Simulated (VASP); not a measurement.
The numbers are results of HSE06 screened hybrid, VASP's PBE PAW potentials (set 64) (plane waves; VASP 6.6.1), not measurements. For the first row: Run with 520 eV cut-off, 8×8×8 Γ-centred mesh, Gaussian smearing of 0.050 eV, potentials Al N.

```tsv
system	energy (eV/atom)
AlN (zinc blende)	-8.7147
Al atom	-0.7092
N atom	-5.4671
```

Atoms are spin-polarised in a large box without symmetry, with the spin fixed by Hund's rule, and may not be in the lowest state of each functional; no zero-point energy is added.

Question: What is the cohesive energy per atom of AlN?

Answer: The references average (1×(-0.7092) + 1×(-5.4671))/2 = -3.0882 eV, so the cohesive energy is -3.0882 − (-8.7147) = 5.627 eV/atom.

The cell's shape comes from a PBE relaxation.
